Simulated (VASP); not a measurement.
Given:

```xyz
4
Lattice="-1.8235 1.8235 5.4898 1.8235 -1.8235 5.4898 1.8235 1.8235 -5.4898" Properties=species:S:1:pos:R:3 pbc="T T T"
Hg     0.0000     0.0000     9.7090
Hg     0.0000     0.0000     1.2706
F      0.0000     0.0000     7.5502
F      0.0000     0.0000     3.4294
```

The numbers are results of PBEsol GGA, VASP's PBE PAW potentials (set 64) (plane waves; VASP 6.6.1), not measurements. Run with 520 eV cut-off, 10×10×10 Γ-centred mesh, tetrahedra with Blöchl corrections, potentials Hg F.

Unless said otherwise, spin-orbit coupling is left out, though it shifts the bands of the heavy elements here.

Q: Tabulate the total density of states (states/eV per cell) against energy (eV; zero at the valence-band maximum or, without a gap, the Fermi level).

A: 
(E (eV), DOS (states/eV)): (-9.93, 0.00); (-9.33, 0.00); (-8.73, 0.00); (-8.13, 0.00); (-7.53, 0.00); (-6.81, 0.00); (-6.21, 0.00); (-5.61, 6.74); (-5.01, 9.46); (-4.41, 10.6); (-3.81, 6.41); (-3.21, 4.93); (-2.49, 5.17); (-1.89, 7.24); (-1.29, 4.20); (-0.69, 1.19); (-0.09, 2.46); (0.51, 0.00); (1.11, 0.00); (1.71, 0.10); (2.31, 0.25); (3.03, 0.50); (3.63, 1.42); (4.23, 1.45); (4.83, 0.94)
Within 2 eV below the valence-band maximum the largest weight inside VASP's projection spheres is F p, then Hg d.

The structure comes from a computed database's HgF entry (I4/mmm); how it stands against other phases isn't given here. It was relaxed first.
